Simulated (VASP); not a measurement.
Data:

```yaml
crystal:
  lattice:
    - [4.10587, 0.00000, 0.00000]
    - [0.00000, 4.06074, 0.00000]
    - [0.00000, 0.00000, 4.19958]
  atoms:
    - { symbol: Sc, position: [0.00000, 0.00000, 0.00000] }
    - { symbol: Al, position: [0.00000, 0.50000, 0.50000] }
    - { symbol: Al, position: [0.50000, 0.00000, 0.50000] }
    - { symbol: Al, position: [0.50603, 0.50000, 0.00000] }
```

All values below come from PBEsol GGA, VASP's PBE PAW potentials (set 64) (plane waves; VASP 6.6.1). Numerical set-up: 400 eV cut-off, 7×7×7 Γ-centred mesh, first-order Methfessel-Paxton smearing of 0.10 eV, potentials Sc_sv Al.

### Question
Give the force on each atom (eV/Å).

### Answer

```
atom      Fx     Fy     Fz
----  ------  -----  -----
Sc1    0.111  0.000  0.000
Al2    0.038  0.000  0.000
Al3    0.005  0.000  0.000
Al4   -0.153  0.000  0.000
```

### Question
Give the stress tensor in GPa (positive for a compressed cell).

### Answer

```
-2.40   0.00   0.00
 0.00  -1.39   0.00
 0.00   0.00  -5.42
```
The pressure is its mean diagonal, -3.07 GPa.

The compound is Al3Sc in the L1_2 structure. The cell was not relaxed at this level, atoms are displaced from their ideal sites. The run is one of a series of settings (GGA = PS against the base run), some of them coarse on purpose.
